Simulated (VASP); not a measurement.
Computed with PBE GGA, VASP's PBE PAW potentials (set 64) (plane waves; VASP 6.6.1).

Input for VASP

### KPOINTS
```
Automatic mesh
0
Gamma
7 7 7
0 0 0
```

POSCAR:
```
GaAs
1
    0.0000000000     2.8805526053     2.8805526053
    2.8805526053    -0.0000000000     2.8805526053
    2.8805526053     2.8805526053    -0.0000000000
Ga As
1 1
Direct
  0.0000000000   0.0000000000   0.0000000000
  0.2500000000   0.2500000000   0.2500000000
```

INCAR:
```
SYSTEM = GaAs
PREC = Accurate
ENCUT = 480
EDIFF = 1E-6
NELM = 100
ALGO = Normal
LREAL = .FALSE.
LASPH = .TRUE.
ISMEAR = 0
SIGMA = 0.05
GGA = PE
LMAXMIX = 4
LWAVE = .FALSE.
LCHARG = .FALSE.
IBRION = 2
ISIF = 3
NSW = 60
EDIFFG = -0.01
```

POTCAR, in this order: Ga As (PBE.64 set). Program: vasp_std.

Output of the run:

### OSZICAR
```
       N       E                     dE             d eps       ncg     rms          rms(c)
DAV:   1     0.168738773523E+02    0.16874E+02   -0.34604E+03   320   0.795E+02
DAV:   2    -0.780027346985E+01   -0.24674E+02   -0.23975E+02   472   0.960E+01
DAV:   3    -0.843580903496E+01   -0.63554E+00   -0.63554E+00   368   0.186E+01
DAV:   4    -0.843768526397E+01   -0.18762E-02   -0.18762E-02   496   0.117E+00
DAV:   5    -0.843768642882E+01   -0.11649E-05   -0.11650E-05   360   0.211E-02    0.359E+00
DAV:   6    -0.830501251835E+01    0.13267E+00   -0.27195E-01   360   0.238E+00    0.211E+00
DAV:   7    -0.827763717017E+01    0.27375E-01   -0.12482E-01   416   0.184E+00    0.585E-01
DAV:   8    -0.827734096179E+01    0.29621E-03   -0.10315E-02   368   0.609E-01    0.905E-02
DAV:   9    -0.827760983568E+01   -0.26887E-03   -0.50936E-04   464   0.172E-01    0.527E-02
DAV:  10    -0.827771321317E+01   -0.10338E-03   -0.14733E-04   368   0.887E-02    0.105E-02
DAV:  11    -0.827771663805E+01   -0.34249E-05   -0.12299E-05   488   0.181E-02    0.593E-03
DAV:  12    -0.827771738022E+01   -0.74216E-06   -0.22106E-06   336   0.101E-02
   1 F= -.82777174E+01 E0= -.82777049E+01  d E =-.827772E+01
```

**OUTCAR**
```
------------------------ aborting loop because EDIFF is reached ----------------------------------------
  FORCE on cell =-STRESS in cart. coord.  units (eV):
  Direction    XX          YY          ZZ          XY          YZ          ZX
  --------------------------------------------------------------------------------------
  Total       -0.0030443     -0.0030443     -0.0030443     -0.0000000     -0.0000000     -0.0000000
  in kB       -0.1020321     -0.1020321     -0.1020321     -0.0000000     -0.0000000     -0.0000000
  external PRESSURE =      -0.1020321 kB  Pullay stress =       0.0000000 kB
  volume of cell :       47.80
      direct lattice vectors                 reciprocal lattice vectors
     0.000000000  2.880552605  2.880552605    -0.173577806  0.173577806  0.173577806
     2.880552605  0.000000000  2.880552605     0.173577806 -0.173577806  0.173577806
     2.880552605  2.880552605  0.000000000     0.173577806  0.173577806 -0.173577806
  FREE ENERGIE OF THE ION-ELECTRON SYSTEM (eV)
  ---------------------------------------------------
  free  energy   TOTEN  =        -8.2777173802 eV

  energy  without entropy=       -8.2776924872  energy(sigma->0) =       -8.27770493

 reached required accuracy - stopping structural energy minimisation
```
(Selected blocks of OUTCAR.)

The compound is GaAs in the zinc blende structure. It was relaxed first, which changed the volume by +6 %. The start is the result of an earlier pass.
